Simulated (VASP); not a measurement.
Ni, 1 atom in the cell. It takes space group Fm-3m (No. 225, cubic). Conventional cell: a = 3.524 Å, b = 3.524 Å, c = 3.524 Å, α = 90.00°, β = 90.00°, γ = 90.00°. Around Ni (site symmetry m-3m) lie 12 Ni at 2.49 Å. 

| Item | Value |
| --- | --- |
| Program | VASP 6.6.1 |
| Task | relaxation of cell and atoms |
| Functional | PBE |
| Potentials or basis | VASP PAW PBE potentials, release 64 (Ni) |
| Cutoff | 520 eV |
| k mesh | 20 × 20 × 20 |
| Occupations | gaussian, width 0.1 eV |
| Spin | collinear spin, ferromagnetic start |
| Starting moments | [0.8] μB |
| Further INCAR settings | ALGO = Normal; EDIFF = 0.05; IBRION = 2; EDIFFG = -0.002; NSW = 80; ISIF = 3 |

Potentials or basis: VASP PAW PBE potentials, release 64 (Ni).

The run is started by

```sh
$ cat potpaw_PBE.64/Ni/POTCAR > POTCAR
$ mpirun -np 1 vasp_std > vasp.out
```

Hardware: 1 thread of Intel(R) Xeon(R) 6975P-C (Granite Rapids), on a shared host.

Question: Estimate the wall time of this run.

Answer: Run time: 95 s on 1 thread of Intel(R) Xeon(R) 6975P-C (Granite Rapids) (shared host), peak memory 0.17 GiB. Counts: scf iterations 56, k points 256, ion steps 25.
